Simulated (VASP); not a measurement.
A cell of MgO (rock salt) near equilibrium:

```
MgO
1.0
    0.00000     2.10500     2.10500
    2.10500     0.00000     2.10500
    2.10500     2.10500     0.00000
Mg O
1 1
Direct
  0.00000   0.00000   0.00000
  0.50000   0.50000   0.50000
```

The numbers are results of PBEsol GGA, VASP's PBE PAW potentials (set 64) (plane waves; VASP 6.6.1), not measurements.

| run | ΔE (meV/atom) | σxx | σyy | σzz | largest shear component, with its sign (GPa) | gap (eV) |
|---|---|---|---|---|---|---|
| as it is | 0.0 | -0.24 | -0.24 | -0.24 | 0.00 | 4.65 |
| after one change | 43.0 | 7.71 | 20.11 | 20.11 | 0.00 | 5.42 |
Stress is in GPa, positive when the cell is compressed; gaps are those on the k-mesh, and 0.00 means metallic.

**Question.** Name the change that produced these shifts.
A) shear strain γ_xy = +1.5 %
B) biaxial strain of -4.0 % in the yz plane
C) biaxial strain of +4.0 % in the yz plane
D) isotropic strain of +1.5 %

**Answer.** B, biaxial strain of -4.0 % in the yz plane

The compound is MgO in the rock salt structure. The cell was not relaxed at this level.
